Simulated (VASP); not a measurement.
Output of a VASP run:

OSZICAR:
```
...
DAV:   4    -0.384548717250E+02    0.49329E-05   -0.20897E-04  1268   0.121E-01    0.444E-02
DAV:   5    -0.384548590487E+02    0.12676E-04   -0.11148E-05  1200   0.367E-02    0.346E-03
DAV:   6    -0.384548593211E+02   -0.27246E-06   -0.35184E-07   824   0.513E-03
   2 F= -.36508647E+02 E0= -.36508647E+02  d E =0.638655E-02
       N       E                     dE             d eps       ncg     rms          rms(c)
DAV:   1    -0.385163516592E+02   -0.61493E-01   -0.27245E-01  1080   0.520E+00    0.471E-01
DAV:   2    -0.385119261185E+02    0.44255E-02   -0.66907E-03  1192   0.658E-01    0.259E-01
DAV:   3    -0.385103684336E+02    0.15577E-02   -0.45395E-03  1124   0.481E-01    0.334E-02
DAV:   4    -0.385103645221E+02    0.39115E-05   -0.68877E-05  1248   0.687E-02    0.242E-02
DAV:   5    -0.385103563892E+02    0.81329E-05   -0.34995E-06  1204   0.211E-02    0.167E-03
DAV:   6    -0.385103562878E+02    0.10146E-06   -0.67498E-08   748   0.233E-03
   3 F= -.36522935E+02 E0= -.36522935E+02  d E =-.790147E-02
       N       E                     dE             d eps       ncg     rms          rms(c)
DAV:   1    -0.385288081212E+02   -0.18452E-01   -0.12455E+00  1008   0.934E+00    0.749E-01
DAV:   2    -0.385047327120E+02    0.24075E-01   -0.31546E-02  1080   0.140E+00    0.398E-01
DAV:   3    -0.384952532135E+02    0.94795E-02   -0.29944E-02  1176   0.122E+00    0.994E-02
DAV:   4    -0.384952531590E+02    0.54464E-07   -0.51269E-04  1156   0.186E-01    0.805E-02
DAV:   5    -0.384952035049E+02    0.49654E-04   -0.10802E-04  1188   0.940E-02    0.673E-03
DAV:   6    -0.384952047248E+02   -0.12199E-05   -0.33684E-06  1224   0.162E-02    0.690E-03
DAV:   7    -0.384952061256E+02   -0.14007E-05   -0.67905E-07   788   0.763E-03    0.180E-03
DAV:   8    -0.384952060082E+02    0.11740E-06   -0.20691E-07   640   0.372E-03
   4 F= -.36535786E+02 E0= -.36535786E+02  d E =-.128511E-01
       N       E                     dE             d eps       ncg     rms          rms(c)
DAV:   1    -0.385607006193E+02   -0.65494E-01   -0.38676E+00  1008   0.166E+01    0.133E+00
DAV:   2    -0.384874479560E+02    0.73253E-01   -0.96544E-02  1080   0.247E+00    0.702E-01
DAV:   3    -0.384587923001E+02    0.28656E-01   -0.89993E-02  1172   0.213E+00    0.173E-01
DAV:   4    -0.384587648098E+02    0.27490E-04   -0.15120E-03  1180   0.321E-01    0.131E-01
DAV:   5    -0.384586323303E+02    0.13248E-03   -0.27688E-04  1180   0.153E-01    0.838E-03
DAV:   6    -0.384586342091E+02   -0.18788E-05   -0.43915E-06  1236   0.198E-02    0.747E-03
DAV:   7    -0.384586364990E+02   -0.22899E-05   -0.15751E-06  1096   0.113E-02    0.205E-03
DAV:   8    -0.384586362658E+02    0.23321E-06   -0.26679E-07   636   0.410E-03
   5 F= -.36547825E+02 E0= -.36547825E+02  d E =-.248897E-01
       N       E                     dE             d eps       ncg     rms          rms(c)
DAV:   1    -0.384545050460E+02    0.41315E-02   -0.40522E-01  1008   0.532E+00    0.427E-01
DAV:   2    -0.384467911775E+02    0.77139E-02   -0.98447E-03  1092   0.794E-01    0.227E-01
DAV:   3    -0.384437661124E+02    0.30251E-02   -0.95343E-03  1164   0.693E-01    0.567E-02
DAV:   4    -0.384437655436E+02    0.56882E-06   -0.14868E-04  1196   0.103E-01    0.472E-02
DAV:   5    -0.384437476873E+02    0.17856E-04   -0.35281E-05  1156   0.534E-02    0.437E-03
DAV:   6    -0.384437480067E+02   -0.31944E-06   -0.10681E-06   788   0.956E-03
   6 F= -.36548450E+02 E0= -.36548450E+02  d E =-.255153E-01
```

File OUTCAR:
```
------------------------ aborting loop because EDIFF is reached ----------------------------------------
  FORCE on cell =-STRESS in cart. coord.  units (eV):
  Direction    XX          YY          ZZ          XY          YZ          ZX
  --------------------------------------------------------------------------------------
  Total        1.9474927      1.9474913      1.9260483      0.0000000     -0.0000000     -0.0000000
  in kB      102.7539325    102.7538591    101.6224787      0.0000000     -0.0000000     -0.0000000
  external PRESSURE =       2.3767568 kB  Pullay stress =     100.0000000 kB
  volume of cell :       30.37
      direct lattice vectors                 reciprocal lattice vectors
     1.220550149 -2.114054115  0.000000000     0.409651337 -0.236512394  0.000000000
     1.220550149  2.114054115 -0.000000000     0.409651337  0.236512394  0.000000000
    -0.000000000 -0.000000000  5.884184085    -0.000000000  0.000000000  0.169947096
 POSITION                                       TOTAL-FORCE (eV/Angst)
 -----------------------------------------------------------------------------------
     -0.00000     -0.00000      1.47105        -0.000000      0.000000      0.000000
     -0.00000     -0.00000      4.41314         0.000000     -0.000000      0.000000
      1.22055      0.70469      1.47105        -0.000000      0.000000      0.000000
      1.22055     -0.70469      4.41314         0.000000     -0.000000     -0.000000
 -----------------------------------------------------------------------------------
    total drift:                                0.000000     -0.000000      0.000000
  FREE ENERGIE OF THE ION-ELECTRON SYSTEM (eV)
  ---------------------------------------------------
  free  energy   TOTEN  =       -38.4437480067 eV

  energy  without entropy=      -38.4437480067  energy(sigma->0) =      -38.44374801
  enthalpy is  TOTEN    =       -36.5484504951 eV   P V=        1.8952975116

 reached required accuracy - stopping structural energy minimisation
```
(Selected blocks of OUTCAR.)

File POSCAR:
```
C
1
    1.2248541925    -2.1215090710     0.0000000000
    1.2248541925     2.1215090710     0.0000000000
    0.0000000000     0.0000000000     6.2231616997
C
4
Direct
  0.0000000000   0.0000000000   0.2500000000
  0.0000000000   0.0000000000   0.7500000000
  0.3333330000   0.6666670000   0.2500000000
  0.6666670000   0.3333330000   0.7500000000
```

**Question.** Reconstruct the remaining input files.

**Answer.** Several could match; the one computed here: the input of the run itself, PBEsol GGA, plane waves, VASP's PBE PAW potentials (set 64).

### INCAR
```
SYSTEM = C
PREC = Accurate
ENCUT = 620
EDIFF = 1E-6
NELM = 100
ALGO = Normal
LREAL = .FALSE.
LASPH = .TRUE.
ISMEAR = 0
SIGMA = 0.05
GGA = PS
LWAVE = .FALSE.
LCHARG = .FALSE.
IBRION = 2
ISIF = 3
NSW = 40
EDIFFG = -0.02
PSTRESS = 100
```

**KPOINTS**
```
Automatic mesh
0
gamma
 10 10 4
0 0 0
```

POTCAR, in this order: C (PBE.64 set). Program: vasp_std.

Energy and stress use the plane-wave basis of the starting cell. Without a dispersion term in the relaxation, distances and binding between the weakly bound layers, chains or molecules are unreliable, and so is what depends on them.

The compound is C in the graphite structure. This run relaxes it under an external pressure of 10 GPa. Symmetry was kept, so distortions that lower it aren't found.
